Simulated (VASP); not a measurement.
VASP ran on this input.

**INCAR**
```
SYSTEM = RbCl
PREC = Accurate
ENCUT = 480
EDIFF = 1E-7
NELM = 100
ALGO = Normal
LREAL = .FALSE.
LASPH = .TRUE.
ISMEAR = 0
SIGMA = 0.05
GGA = PS
LMAXMIX = 4
LWAVE = .FALSE.
LCHARG = .FALSE.
ISIF = 2
```

### KPOINTS
```
Automatic mesh
0
Gamma
6 6 6
0 0 0
```

**POSCAR**
```
RbCl
1
    0.0000000000     3.2726030763     3.2726030763
    3.2726030763     0.0000000000     3.2726030763
    3.2726030763     3.2726030763     0.0000000000
Rb Cl
1 1
Direct
  0.0229175364  -0.0229175364   0.0229175364
  0.5000000000   0.5000000000   0.5000000000
```

POTCAR, in this order: Rb_sv Cl (PBE.64 set). Program: vasp_std.

### Question
Write an equivalent input for Quantum ESPRESSO's pw.x.

### Answer
One equivalent input (not run):
```
&CONTROL
  calculation = 'scf'
  pseudo_dir = './pseudo'
  outdir = './out'
  tprnfor = .true.
  tstress = .true.
/
&SYSTEM
  ibrav = 0
  nat = 2
  ntyp = 2
  ecutwfc = 58
  occupations = 'smearing'
  smearing = 'gaussian'
  degauss = 0.003675
  input_dft = 'pbesol'
/
&ELECTRONS
  conv_thr = 7.3e-09
  electron_maxstep = 100
/
ATOMIC_SPECIES
  Rb 85.468 Rb.upf
  Cl 35.450 Cl.upf
CELL_PARAMETERS angstrom
     0.0000000    3.2726031    3.2726031
     3.2726031    0.0000000    3.2726031
     3.2726031    3.2726031    0.0000000
ATOMIC_POSITIONS crystal
  Rb   0.0229175 -0.0229175  0.0229175
  Cl   0.5000000  0.5000000  0.5000000
K_POINTS automatic
  6 6 6 0 0 0
```
The two are equivalent in intent, not identical: the potentials are each code's own (VASP's PAW set, PseudoDojo norm-conserving files in pw.x), so ENCUT and ecutwfc are chosen apart and not converted; conv_thr bounds pw.x's estimated SCF error, while EDIFF bounds the energy change between steps.

The compound is RbCl in the rock salt structure. This cell was strained or had an atom moved on purpose.
